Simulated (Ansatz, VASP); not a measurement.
# Cross-check of Hf2CF2 (Hf2CF2 MXene monolayer) between VASP and Ansatz

One calculation is typed for both programs; each brings its own data sets. How far apart do they land? The cell is taken from a series of runs on this material, whose earlier steps may have relaxed, scaled, displaced or heated it; both programs get it as it stands.

Calculated with Ansatz 0.2.0; plane waves, with VASP 6.6.1 beside it; single point at PBE with D4.

## (1) The starting structure

The cell holds 5 atoms: 2 F, 2 Hf and 1 C. Cell: a = 3.260 Å, b = 3.260 Å, c = 23.105 Å, α = 90.0°, β = 90.0°, γ = 120.0°. Vacuum lies along c.

Structure file:

```
F Hf C
1.0
     3.26026    0.00000    0.00000
    -1.63013    2.82347    0.00000
     0.00000    0.00000   23.10486
F Hf C
2 2 1
Cartesian
  0.0000 1.8823 9.0000
  1.6301 0.9412 14.1049
  1.6301 0.9412 10.3518
  0.0000 1.8823 12.7530
  0.0000 0.0000 11.5524
```

## (2) VASP: single point, PBE with D4

With cell and atoms fixed, the geometry can't cause a difference; cores, projectors, grids and the points listed under the comparison can.

Lines of VASP's logs that name or quote its potential files are left out, and so is its time.

The input, INCAR:

```
SYSTEM = Hf2CF2
PREC = Accurate
ENCUT = 520
EDIFF = 1E-06
NELM = 120
ISMEAR = -1
SIGMA = 0.02585
LREAL = .FALSE.
ALGO = Normal
GGA = PE
IVDW = 13
NBANDS = 25
LASPH = .TRUE.
LORBIT = 11
LWAVE = .FALSE.
LCHARG = .FALSE.
ISIF = 2
LDIPOL = .TRUE.
IDIPOL = 3
DIPOL = 0.5 0.5 0.5
LVHAR = .TRUE.
GGA_COMPAT = .FALSE.
NELMDL = -8
KPAR = 2
```

The input, POSCAR:

```
Hf2CF2
1.0
    3.2602568035      0.0000000000      0.0000000000
   -1.6301284018      2.8234652147      0.0000000000
    0.0000000000      0.0000000000     23.1048599677
F Hf C
2 2 1
Direct
    0.3333333333      0.6666666667      0.3895284374
    0.6666666667      0.3333333333      0.6104715626
    0.6666666667      0.3333333333      0.4480370872
    0.3333333333      0.6666666667      0.5519629128
    0.0000000000      0.0000000000      0.5000000000
```

The input, KPOINTS:

```
Automatic mesh
0
Gamma
18 18 1
0 0 0
```

Potentials, in the order of the species: F, Hf_pv and C (PBE family, release 64).

Command:

```console
> mpirun -np 2 vasp_std
```

Numbers of over 12 decimals in the logs are rounded to 6 here.

Output:

```text
[banner, memory and clock lines left out]
running    2 mpi-ranks, on    1 nodes
 distrk:  each k-point on    1 cores,    2 groups
 distr:  one band on    1 cores,    1 groups

 POSCAR found type information on POSCAR F HfC
 POSCAR found :  3 types and       5 ions
 LDA part: xc-table for (Slater+PW92), standard interpolation
 POSCAR, INCAR and KPOINTS ok, starting setup
 FFT: planning ... GRIDC
 FFT: planning ... GRID_SOFT
 FFT: planning ... GRID
 WAVECAR not read
 entering main loop
       N       E                     dE             d eps       ncg     rms          rms(c)
DAV:   1     0.274066934411E+03    0.27407E+03   -0.19842E+04  2186   0.126E+03
DAV:   2    -0.236153355131E+02   -0.29768E+03   -0.29323E+03  2328   0.318E+02
DAV:   3    -0.503470676655E+02   -0.26732E+02   -0.26548E+02  2347   0.891E+01
DAV:   4    -0.508392120654E+02   -0.49214E+00   -0.49063E+00  2467   0.135E+01
DAV:   5    -0.508502556555E+02   -0.11044E-01   -0.11037E-01  2420   0.188E+00
DAV:   6    -0.508507161595E+02   -0.46050E-03   -0.46043E-03  2564   0.371E-01
DAV:   7    -0.508507323047E+02   -0.16145E-04   -0.16143E-04  2420   0.656E-02
DAV:   8    -0.508507331299E+02   -0.82516E-06   -0.82510E-06  2396   0.147E-02    0.713E+01
DAV:   9    -0.439079826477E+02    0.69428E+01   -0.33806E+01  2080   0.281E+01    0.483E+01
DAV:  10    -0.438249570403E+02    0.83026E-01   -0.26810E+00  2521   0.110E+01    0.891E+00
DAV:  11    -0.437617460731E+02    0.63211E-01   -0.43986E-01  2442   0.393E+00    0.177E+00
DAV:  12    -0.437538519923E+02    0.78941E-02   -0.23456E-02  2587   0.106E+00    0.861E-01
DAV:  13    -0.437501577511E+02    0.36942E-02   -0.79431E-03  2515   0.558E-01    0.339E-01
DAV:  14    -0.437485546974E+02    0.16031E-02   -0.41578E-03  2507   0.303E-01    0.359E-01
[...]
DAV:  18    -0.437490474317E+02   -0.18267E-03   -0.71065E-05  2353   0.393E-02    0.429E-02
DAV:  19    -0.437493649735E+02   -0.31754E-03   -0.16117E-05  2131   0.171E-02    0.325E-02
DAV:  20    -0.437494894904E+02   -0.12452E-03   -0.30093E-06  2155   0.809E-03    0.165E-02
DAV:  21    -0.437495757914E+02   -0.86301E-04   -0.30000E-06  1904   0.601E-03    0.313E-03
DAV:  22    -0.437495938297E+02   -0.18038E-04   -0.56563E-07  1777   0.258E-03    0.327E-03
DAV:  23    -0.437496036957E+02   -0.98659E-05   -0.62771E-07  1722   0.239E-03    0.178E-03
DAV:  24    -0.437496049198E+02   -0.12241E-05   -0.45743E-08  1849   0.818E-04    0.898E-04
DAV:  25    -0.437496058021E+02   -0.88230E-06   -0.47234E-08  1599   0.656E-04
   1 F= -.44415400E+02 E0= -.44413002E+02  d E =-.479626E-02
```

OUTCAR, selected parts (step 2):

```text
ion  position               nearest neighbor table
   1  0.333  0.667  0.390-   3 2.32   3 2.32   3 2.32
   2  0.667  0.333  0.610-   4 2.32   4 2.32   4 2.32
   3  0.667  0.333  0.448-   5 2.23   5 2.23   5 2.23   1 2.32   1 2.32   1 2.32   4 3.05   4 3.05
                             4 3.05
   4  0.333  0.667  0.552-   5 2.23   5 2.23   5 2.23   2 2.32   2 2.32   2 2.32   3 3.05   3 3.05
                             3 3.05
   5  0.000  0.000  0.500-   3 2.23   4 2.23   3 2.23   4 2.23   3 2.23   4 2.23

  LATTYP: Found a hexagonal cell.
 ALAT       =     3.2602568035
 C/A-ratio  =     7.0868221003

 Subroutine GETGRP returns: Found 12 space group operations
 (whereof 12 operations were pure point group operations)

The static configuration has the point symmetry D_3d.

 Found     37 irreducible k-points:

   k-points           NKPTS =     37   k-points in BZ     NKDIM =     37   number of bands    NBANDS=     25

   dimension x,y,z NGX =    24 NGY =   24 NGZ =  180
   dimension x,y,z NGXF=    48 NGYF=   48 NGZF=  360

   ENCUT  =  520.0 eV  38.22 Ry    6.18 a.u.   6.06  6.06 42.96*2*pi/ulx,y,z

   NELECT =      38.0000    total number of electrons

 k-points in reciprocal lattice and weights: Automatic mesh
   0.00000000  0.00000000  0.00000000       0.003
   0.05555556  0.00000000  0.00000000       0.019
   0.11111111  0.00000000  0.00000000       0.019
   0.16666667  0.00000000  0.00000000       0.019
   0.22222222 -0.00000000  0.00000000       0.019
   0.27777778  0.00000000  0.00000000       0.019
   0.33333333  0.00000000  0.00000000       0.019
   0.38888889  0.00000000  0.00000000       0.019
   0.44444444 -0.00000000  0.00000000       0.019
[...]
0.33333333  0.27777778  0.00000000       0.037
   0.33333333  0.33333333  0.00000000       0.006

 dipolmoment           0.000000      0.000000      0.000000 electrons x Angstroem

 average (electrostatic) potential at core
       1 -82.9783       2 -82.9783       3 -43.8617       4 -43.8617       5 -55.4490

 E-fermi :  -0.6909

 k-point     1 :       0.0000    0.0000    0.0000
  band No.  band energies     occupation
    ...
     14      -8.0095      2.00000
     15      -8.0095      2.00000
     16      -5.7236      2.00000
     17      -4.2050      2.00000
     18      -4.2050      2.00000
     19      -0.5166      0.00235
     20      -0.5166      0.00235
     21      -0.1758      0.00000
     22       0.6818      0.00000
     23       0.7954      0.00000
    ...

 k-point     2 :       0.0556    0.0000    0.0000
  band No.  band energies     occupation
    ...
     15      -7.9495      2.00000
     16      -5.6864      2.00000
     17      -4.3182      2.00000
     18      -4.2126      2.00000
     19      -0.6757      0.71455
     20      -0.4439      0.00014
     21      -0.1554      0.00000
     22       0.8034      0.00000
     23       0.8588      0.00000
     24       2.0638      0.00000
    ...

 k-point     3 :       0.1111    0.0000    0.0000
  band No.  band energies     occupation
    ...
     15      -7.8763      2.00000
     16      -5.5887      2.00000
     17      -4.6022      2.00000
     18      -4.2306      2.00000
     19      -1.0385      2.00000
     20      -0.2297      0.00000
     21      -0.0880      0.00000
     22       0.9708      0.00000
     23       1.0433      0.00000
     24       1.9234      0.00000
    ...

  DFT-D4 for vdW energy calculation

  Edisp (eV):   -0.66579

  Total      -0.72182    -0.72182    -0.71827     0.00000    -0.00000     0.00000
  in kB      -5.43755    -5.43755    -5.41077     0.00000    -0.00000     0.00000
  external pressure =       -5.43 kB  Pullay stress =        0.00 kB

  energy-cutoff  :      520.00
  volume of cell :      212.69
      direct lattice vectors                 reciprocal lattice vectors
     3.260256803  0.000000000  0.000000000     0.306724304  0.177087360  0.000000000
    -1.630128402  2.823465215  0.000000000     0.000000000  0.354174719  0.000000000
     0.000000000  0.000000000 23.104859968     0.000000000  0.000000000  0.043280937

 POSITION                                       TOTAL-FORCE (eV/Angst)
 -----------------------------------------------------------------------------------
     -0.00000      1.88231      9.00000        -0.000000     -0.000000      0.140036
      1.63013      0.94116     14.10486         0.000000      0.000000     -0.140036
      1.63013      0.94116     10.35183         0.000000      0.000000     -0.039252
     -0.00000      1.88231     12.75303        -0.000000     -0.000000      0.039252
      0.00000      0.00000     11.55243         0.000000      0.000000      0.000000
 -----------------------------------------------------------------------------------
    total drift:                                0.000000     -0.000000     -0.000000

  FREE ENERGIE OF THE ION-ELECTRON SYSTEM (eV)
  ---------------------------------------------------
  free  energy   TOTEN  =       -44.4153998280 eV

  energy  without entropy=      -44.4106035646  energy(sigma->0) =      -44.41300170

 vacuum level on the upper side and lower side of the slab         2.931         2.931

 total charge
# of ion       s       p       d       tot
------------------------------------------
    1        1.736   4.346   0.000   6.082
    2        1.736   4.346   0.000   6.082
    3        0.296   6.483   1.739   8.518
    4        0.296   6.483   1.739   8.518
    5        0.865   1.595   0.000   2.460
--------------------------------------------------
tot          4.930  23.252   3.478  31.660

[... 3 further parts left out ...]
```

## (3) Ansatz: single point, PBE with D4

Ansatz runs on its default PAW (the set named soft_2) files.

The same cell, functional, mesh and smearing now go to Ansatz, which takes its cutoff from its data sets.

The input, input.yaml:

```yaml
crystal:
  lattice:
    - [3.2602568035, 0.0, 0.0]
    - [-1.6301284018, 2.8234652147, 0.0]
    - [0.0, 0.0, 23.1048599677]
  atoms:
    - { symbol: F, position: [0.3333333333, 0.6666666667, 0.3895284374] }
    - { symbol: Hf, position: [0.6666666667, 0.3333333333, 0.4480370872] }
    - { symbol: C, position: [0.0, 0.0, 0.5] }
    - { symbol: Hf, position: [0.3333333333, 0.6666666667, 0.5519629128] }
    - { symbol: F, position: [0.6666666667, 0.3333333333, 0.6104715626] }
kpoints:
  mp_grid: { grid: [18, 18, 1] }
  band_path:
    path: [[0, 0, 0], [0.5, 0, 0], [0.33333333, 0.33333333, 0], [0, 0, 0]]
    npoints: 16
hamiltonian:
  xc: pbe
  dispersion: d4
scf:
  occupations: { method: fermi_dirac, width: 0.02585 }
  convergence: { dr2_threshold: 1.0e-10 }
efield:
  axis: 3
  dipole_correction: true
  ramp_position: 0.97
  ramp_width: 0.06
  amplitude: 0
output:
  dos: { projected: true, e_range: [-6, 5] }
  bader: true
  write_potential: true
  write_density: true
  volumetric_format: npy
  elf: true
```

Command:

```console
> ansatz run input.yaml --threads 4 --pin off --max-ram 6144MiB --backend cpu --events-out ev --progress --plain --runs-dir out
```

Output:

```text
Engine: ansatz 0.2.0, x86_64-unknown-linux-gnu
Pseudopotentials: kind: paw
Pseudopotential: F, paw, valence charge 7, recommended cutoff 420 eV (normal), F.paw.azcp
Pseudopotential: Hf, paw, valence charge 26, recommended cutoff 420 eV (normal), Hf.paw.azcp
Pseudopotential: C, paw, valence charge 4, recommended cutoff 420 eV (normal), C.paw.azcp
Functional definition: PBE
  parameter kappa = 0.804
  parameter beta = 0.066725
  exchange = pbe_x(kappa = kappa, mu = beta*pi^2/3)
  correlation = pbe_c(beta = beta)
Crystal: 5 atoms, lattice volume = 212.685 Å³
Basis set: ecut = 420 eV, 4205 PW (Γ)
Bands: 42, of which v1, the nominal top of the filled ones, is band 35 counted from 1 (34 counted from 0)
Symmetry: 6 space group operations
k-points: 37 of 324 (time reversal used)
Non-local potential: F, projectors of the file, l = 0: 2, l = 1: 2, l = 2: 1
Non-local potential: Hf, projectors of the file, l = 0: 3, l = 1: 2, l = 2: 2, l = 3: 3
Non-local potential: C, projectors of the file, l = 0: 2, l = 1: 2, l = 2: 1
PAW form: soft (Blöchl's): semilocal exchange-correlation on the pseudo side does not see the compensation charge
PAW one-centre angular grid: F, 110 points (default); XC on 64 Gauss nodes
PAW one-centre angular grid: Hf, 590 points (default); XC on 64 Gauss nodes
PAW one-centre angular grid: C, 110 points (default); XC on 64 Gauss nodes
Initial density: superposition of atomic densities (neutral atoms: chi_scale 0, normalization atom), corrected by the library's trained network
Initial wavefunctions: pseudopotential atomic-orbital guess
Functional: x = pbe(κ = 0.804, μ = 0.219515), c = pbe(β = 0.066725)
SCF iter   1: F=—  HF=-33316.327178 eV  |F-HF|=—  |Δ(HF+E_count)|=         —  Δρ=4.62e-3  dr2=4.34e-2  ethr=1.77e-3  p=0.000 e·Å  D=1.36e-13 V/Å  ΔV_dip=-0.00 eV  dr2_dipole=3.86e-9  V_vac-E_F(+/−)=3.72/3.72 eV  ⟨swp⟩=6.8  Hψ=6421  notcnv=0  defer=2
efield: sawtooth ramp at fractional position 0.9700 (set: `efield.ramp_position`, or a place that a band, a saddle search or an elastic batch's reference lends), width 0.0600; the density the first Hamiltonian is built on has a dipole p = 0.000 e·Å; the dipole correction subtracts the counter field D = 1.36e-13 V/Å, which shifts the + side's vacuum level by -0.00 eV against the − side's; the planar-averaged density in the ramp window peaks in size at 1.2e-5 e/Å³
preconditioner: auto → LDOS  [insulator: Δε(μ)=0.192 eV  Ē_g=17.794 eV  σ=0.026 eV  W_gap=0.61  n_scr=34 (ndim 8)  ℏωp=20.7 eV  f_vac=0.694  D(μ)=2.40/eV (n_scr^D=10)  ε∞_Penn≈2.4  β→1.0]
SCF iter   2: F=—  HF=-33316.328647 eV  |F-HF|=—  |Δ(HF+E_count)|=   1.47e-3  Δρ=3.70e-3  dr2=2.04e-2  ethr=6.20e-5  p=0.000 e·Å  D=1.89e-5 V/Å  ΔV_dip=-0.00 eV  dr2_dipole=1.55e-9  V_vac-E_F(+/−)=3.49/3.49 eV  ⟨swp⟩=3.7  Hψ=3861  notcnv=0  defer=66
SCF iter   3: F=—  HF=-33316.324031 eV  |F-HF|=—  |Δ(HF+E_count)|=   4.62e-3  Δρ=6.93e-4  dr2=1.00e-3  ethr=2.92e-5  p=0.000 e·Å  D=4.75e-6 V/Å  ΔV_dip=-0.00 eV  dr2_dipole=8.25e-10  V_vac-E_F(+/−)=3.61/3.61 eV  ⟨swp⟩=2.8  Hψ=2801  notcnv=0  defer=66
SCF iter   4: F=—  HF=-33316.323954 eV  |F-HF|=—  |Δ(HF+E_count)|=   7.76e-5  Δρ=2.10e-4  dr2=7.65e-5  ethr=1.43e-6  p=0.000 e·Å  D=1.99e-6 V/Å  ΔV_dip=-0.00 eV  dr2_dipole=4.13e-11  V_vac-E_F(+/−)=3.60/3.60 eV  ⟨swp⟩=2.9  Hψ=3507  notcnv=0  defer=66
SCF iter   5: F=—  HF=-33316.323935 eV  |F-HF|=—  |Δ(HF+E_count)|=   1.91e-5  Δρ=8.33e-5  dr2=8.48e-6  ethr=1.09e-7  p=0.000 e·Å  D=8.35e-7 V/Å  ΔV_dip=-0.00 eV  dr2_dipole=1.04e-10  V_vac-E_F(+/−)=3.60/3.60 eV  ⟨swp⟩=2.5  Hψ=3220  notcnv=0  defer=66
SCF iter   6: F=—  HF=-33316.323958 eV  |F-HF|=—  |Δ(HF+E_count)|=   2.33e-5  Δρ=3.21e-5  dr2=2.20e-6  ethr=1.21e-8  p=0.000 e·Å  D=3.88e-7 V/Å  ΔV_dip=-0.00 eV  dr2_dipole=2.27e-11  V_vac-E_F(+/−)=3.60/3.60 eV  ⟨swp⟩=2.1  Hψ=2804  notcnv=0  defer=66
SCF iter   7: F=—  HF=-33316.323865 eV  |F-HF|=—  |Δ(HF+E_count)|=   9.25e-5  Δρ=9.96e-6  dr2=2.12e-7  ethr=3.14e-9  p=0.000 e·Å  D=2.04e-7 V/Å  ΔV_dip=-0.00 eV  dr2_dipole=5.48e-12  V_vac-E_F(+/−)=3.60/3.60 eV  ⟨swp⟩=2.2  Hψ=2706  notcnv=0  defer=66
SCF iter   8: F=—  HF=-33316.323866 eV  |F-HF|=—  |Δ(HF+E_count)|=   5.79e-7  Δρ=2.65e-6  dr2=2.20e-8  ethr=3.03e-10  p=0.000 e·Å  D=9.60e-8 V/Å  ΔV_dip=-0.00 eV  dr2_dipole=1.00e-12  V_vac-E_F(+/−)=3.60/3.60 eV  ⟨swp⟩=3.1  Hψ=2735  notcnv=0  defer=66
SCF iter   9: F=—  HF=-33316.323866 eV  |F-HF|=—  |Δ(HF+E_count)|=   2.57e-8  Δρ=7.51e-7  dr2=1.29e-9  ethr=3.15e-11  p=0.000 e·Å  D=2.08e-8 V/Å  ΔV_dip=-0.00 eV  dr2_dipole=1.33e-14  V_vac-E_F(+/−)=3.60/3.60 eV  ⟨swp⟩=2.1  Hψ=2650  notcnv=0  defer=66
SCF iter  10: F=—  HF=-33316.323866 eV  |F-HF|=—  |Δ(HF+E_count)|=   3.19e-9  Δρ=2.95e-7  dr2=1.45e-10  ethr=1.85e-12  p=0.000 e·Å  D=8.55e-9 V/Å  ΔV_dip=-0.00 eV  dr2_dipole=2.26e-14  V_vac-E_F(+/−)=3.60/3.60 eV  ⟨swp⟩=2.7  Hψ=2909  notcnv=0  defer=66
SCF iter  11: F=-33316.323866 eV  HF=-33316.323866 eV  |F-HF|=8.73e-11  |Δ(HF+E_count)|=  1.46e-11  Δρ=6.69e-8  dr2=6.97e-12  ethr=1.00e-12  p=0.000 e·Å  D=4.38e-9 V/Å  ΔV_dip=-0.00 eV  dr2_dipole=2.18e-15  V_vac-E_F(+/−)=3.60/3.60 eV  ⟨swp⟩=10.8  Hψ=5369  notcnv=0
SCF 1 converged in 11 iterations: F = -33316.323866 eV  dr2 = 6.97e-12
  greatest PAW one-centre occupation: 0.998 electrons in one spin orbital (limit 2), on the Hf atom at site 3 (counted from 0), in its partial waves of l = 0
NSCF: frozen V_eff on 49 k-points
efield: sawtooth ramp at fractional position 0.9700 (kept from the solve that this one continues, or follows in the run), width 0.0600; the density the first Hamiltonian is built on has a dipole p = 0.000 e·Å; the dipole correction subtracts the counter field D = 4.38e-9 V/Å, which shifts the + side's vacuum level by -0.00 eV against the − side's; the planar-averaged density in the ramp window peaks in size at 1.4e-7 e/Å³
WARN: The output density's exchange-correlation potential varies sharply where the density is thin. Do not read a vacuum level from v_tot or v_xc, or from such a field of the output density. On a cell that repeats whose density bears no net charge and no dipole along the vacuum's axis use v_es (v_loc + v_h of the components); under efield.dipole_correction with no amplitude use v_es + v_field, which holds any externa [...]
SCF converged after 11 iterations
Free energy (F): -33316.323866 eV
Harris-Foulkes:  -33316.323866 eV  (|F-HF|=8.73e-11)
Internal energy: -33316.319091 eV  (E = F + TS)
E sigma→0 (E₀):  -33316.321479 eV
Entropy (-TS):   -0.004775 eV (-0.955 meV/atom)
Fermi energy:    2.816853 eV
Dipole field:    D = -0.000000 V/Å  (p = -0.000000 e·Å, saw-weighted, corrected)
Work function:   Φ+ = 3.5973 eV   Φ− = 3.5974 eV
Levels:          The Fermi level and band energies are counted from a zero that moves with the ramp; work functions are not
--- Per-component energies (eV) ---
  E_band       = -1033.864175
  E_kinetic    = 1352.076386
  E_local      = -118550.750128  (includes V_loc(G=0)·N_el)
  E_nonlocal   = -2314.594253
  E_hartree    = 58284.141852
  E_xc         = -809.415342
  E_vxc        = -799.035842  (∫ρ·V_xc dr)
  E_paw        = -14354.170996  (= ΣΔE_a)
  E_vpaw       = 2710.151944  (= ΣTr[D̂ρ^β])
  E_aug_tail   = 0.004108  (compensation charges beyond the density's cutoff)
  E_efield     = 0.000000  (sawtooth field / dipole correction)
  E_vefield    = 0.000000  (∫n·V_field dr)
  E_ewald      = 43077.054283
  E_disp       = -0.665002  (pairwise vdW)
  E_smearing   = -0.004775  (= −TS)
  E_closure    = -0.000000  (closes the sum)
  Σ components = -33316.323866   (vs F -33316.323866, Δ=0.00e0)
--- Band table (eV; the first three rows and the last of 37) ---
  k-point 0: bands = [... 31 lower, -2.1756, -0.6747, -0.6747, 2.9780, 2.9780, 3.3272, 4.1878, 4.2943, ... 3 higher]
  k-point 1: bands = [... 31 lower, -2.1406, -0.7891, -0.6834, 2.8221, 3.0515, 3.3485, 4.3070, 4.3574, ... 3 higher]
  k-point 2: bands = [... 31 lower, -2.0480, -1.0766, -0.7045, 2.4635, 3.2676, 3.4187, 4.4716, 4.5422, ... 3 higher]
  k-point 36: bands = [... 31 lower, -2.0779, -2.0779, -1.0556, 3.1759, 3.9813, 3.9813, 5.6780, 6.3043, ... 3 higher]
--- Bader charges: 5 sites ---
  site symbol  charge [e]  shift [e]
     0      F     -0.8006     0.0002
     1     Hf      1.9138     0.0018
     2      C     -2.2263     0.0032
     3     Hf      1.9138     0.0018
     4      F     -0.8006     0.0002
  estimated error of the sums over rays = 8.7e-4 e
```

Reading the cycles: dr2 is the Hartree energy of the density residual (eV), the measure of convergence; HF is the Harris–Foulkes estimate of the energy, which meets the free energy F at convergence.

## (4) Side by side

Known differences besides the potentials themselves: the data sets hold 70 valence electrons in Ansatz (on its default PAW (the set named soft_2) files) and 38 in VASP; the cutoff is 420 eV in Ansatz and 520 eV in VASP. Total energies have different zeros and are not compared.

Both answers:

| quantity | Ansatz | VASP | difference |
| --- | --- | --- | --- |
| work function, lower of the two faces (eV) | 3.60 | 3.62 | -0.02 |
| work function, higher of the two faces (eV) | 3.60 | 3.62 | -0.02 |

With vacuum in the cell, a pressure given here is an average over mostly empty space and none of the material.

## (5) Summary of results

```json
{
  "difference in work function, lower of the two faces (single point, PBE with D4)": "-0.025 eV"
}
```

The difference in work function, lower of the two faces is -0.025 eV (single point, PBE with D4). The data sets hold unlike numbers of valence electrons (70 in Ansatz and 38 in VASP), so part of the differences comes from the potentials. How closely two codes agree says nothing of how well the functional describes the real material.

[Lines on the potential files, build, host, timing and source positions are cut from VASP's logs without a mark.]

[Logs are printed without paths, hosts, clocks, repeated set-up lines and the standing remarks that a program may print on its own settings, such as how far it seeks lower states.]

[Hosts, paths, dates, database ids (printed as entryN), source tags and the programs' standing remarks are cut or masked in the printed files.]
